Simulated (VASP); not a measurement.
# SO₂F₂: excitations by TDDFT

SO₂F₂, molecule in box, 5 atoms in the cell. PBE0, TDDFT by the Casida equation; PAW potentials O, S, F (PBE set).

Kernel: hybrid exchange, triplet.

## Input

INCAR.step1:
```
PREC = Accurate ; ENCUT = 400
ISMEAR = 0 ; SIGMA = 0.02
EDIFF = 1E-5 ; LASPH = T
LWAVE = T ; LCHARG = F
NBANDS = 56
```

INCAR.step2:
```
PREC = Accurate ; ENCUT = 400
ISMEAR = 0 ; SIGMA = 0.02
EDIFF = 1E-7 ; LASPH = T
LWAVE = T ; LCHARG = F
LOPTICS = T ; ALGO = Normal
NBANDS = 56 ; NEDOS = 2000
CSHIFT = 0.1 ; GGA = PE
LHFCALC = T ; AEXX = 0.25
ISTART = 1 ; PRECFOCK = Fast
HFRCUT = -1
```

INCAR.step3:
```
PREC = Accurate ; ENCUT = 400
ISMEAR = 0 ; SIGMA = 0.02
EDIFF = 1E-7 ; LASPH = T
LWAVE = F ; LCHARG = F
ALGO = TDHF ; NBANDS = 56
NBANDSO = 12 ; NBANDSV = 36
IBSE = 2 ; NBSEEIG = 6
LHARTREE = T ; LADDER = T
LFXC = T ; ENCUTGW = 150
GGA = PE ; LHFCALC = T
AEXX = 0.25 ; ISTART = 1
PRECFOCK = Fast ; HFRCUT = -1
ANTIRES = 0 ; OMEGAMAX = 25
CSHIFT = 0.15 ; NOMEGA = 1000
LTRIPLET = T
```

KPOINTS:
```
k-points
0
Gamma
  1 1 1
```

POSCAR:
```
SO2F2
1.0
   11.3000000000      0.0000000000      0.0000000000
    0.0000000000     11.3000000000      0.0000000000
    0.0000000000      0.0000000000     11.3000000000
O S F
2 1 2
Direct
    0.4656460198      0.4866283172      0.6258123880
    0.5999646004      0.4236991172      0.4629451278
    0.5062743349      0.4914247809      0.5084849579
    0.3990354004      0.4763185862      0.4258920375
    0.5290796446      0.6219291986      0.4768654888
```

Commands (each step's output is kept before the next begins):
```
cat potpaw_PBE.64/O/POTCAR potpaw_PBE.64/S/POTCAR potpaw_PBE.64/F/POTCAR > POTCAR
cp INCAR.step1 INCAR
mpirun -np 4 vasp_gam > vasp.out
cp INCAR.step2 INCAR
mpirun -np 4 vasp_gam > vasp.out
cp INCAR.step3 INCAR
mpirun -np 4 vasp_gam > vasp.out
```

## Result

- First excitation (eV): 8.06
- Binding of the first excitation (eV): 1.860

Lowest excitations:

| Energy (eV) |
|---|
| 8.056 |
| 8.459 |
| 9.020 |
| 9.359 |
| 9.506 |
| 9.846 |
| 9.858 |
| 10.063 |

Make-up of the lowest excitation:

| k point | From band | To band | Share |
|---|---|---|---|
| 0.000 0.000 0.000 | 16 | 17 | 0.83 |
| 0.000 0.000 0.000 | 16 | 18 | 0.12 |
| 0.000 0.000 0.000 | 16 | 25 | 0.02 |
| 0.000 0.000 0.000 | 16 | 26 | 0.01 |
| 0.000 0.000 0.000 | 16 | 38 | 0.01 |
| 0.000 0.000 0.000 | 16 | 20 | 0.00 |

The lowest pair of one-particle levels lies at 9.916 eV and the first excitation at 8.056 eV, 1.860 eV lower.

Half of the first excitation's weight sits on 1 of 428 pairs.

Limits: The strengths that the program prints for triplets aren't physical; they are zero without spin-orbit coupling.

VASP 6.6.1 took 85 s on 4 cores (Intel Xeon 6975P-C (Granite Rapids)), a shared host.
